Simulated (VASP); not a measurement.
The system is MgScAlO4.

```
CELL_PARAMETERS angstrom
1.63429 0.94356 8.35667
-1.63429 0.94356 8.35667
0.00000 -1.88711 8.35667
ATOMIC_POSITIONS crystal
Mg 0.78315 0.78315 0.78315
Sc 0.99540 0.99540 0.99540
Al 0.21328 0.21328 0.21328
O 0.87899 0.87899 0.87899
O 0.13822 0.13822 0.13822
O 0.70312 0.70312 0.70312
O 0.28752 0.28752 0.28752
```

The cell comes from a database or a generator and needn't be the stable form of this composition.

```yaml
Program: VASP 6.6.1
Task: relaxation of cell and atoms
Functional: PBEsol
Potentials_or_basis: VASP PAW PBE potentials, release 64 (Mg, Sc_sv, Al, O)
Cutoff: 520 eV
k_mesh: 6 × 6 × 6
Occupations: gaussian, width 0.02 eV
Spin: no spin polarisation
```

At the start: pressure -4.3 GPa; volume 11.05 Å³/atom.

Where does the relaxation end?

Over 12 steps the energy falls by 4.1 meV/atom and the volume is 10.76 Å³/atom (-2.6 %); space group R3m (No. 160, to 0.05 Å).

Step by step:
```csv
step,energy change (eV),largest force (eV/Å),pressure (GPa),volume (Å³)
1,0.0000,0.1459,-4.35,77.32
2,-0.0125,0.2065,3.46,74.01
3,-0.0274,0.0970,-0.01,75.39
4,-0.0281,0.0404,0.02,75.35
5,-0.0282,0.0623,0.03,75.33
6,-0.0284,0.0211,0.00,75.33
7,-0.0284,0.0131,0.01,75.33
8,-0.0284,0.0070,0.00,75.34
9,-0.0284,0.0103,0.00,75.34
10,-0.0284,0.0044,0.00,75.34
11,-0.0284,0.0047,0.00,75.34
12,-0.0284,0.0017,0.00,75.34
```

Final structure:
```xyz
7
Lattice="1.6209 0.9358 8.2784 -1.6209 0.9358 8.2784 0.0000 -1.8716 8.2784" Properties=species:S:1:pos:R:3 pbc="T T T"
Mg    0.0000    0.0000   19.4395
Sc    0.0000    0.0000   24.7222
Al    0.0000    0.0000    5.2973
O     0.0000    0.0000   21.8360
O     0.0000    0.0000    3.4277
O     0.0000    0.0000   17.4605
O     0.0000    0.0000    7.1499
```

Caveat: the PAW data sets were made with another functional, which shifts forces and pressure a little.
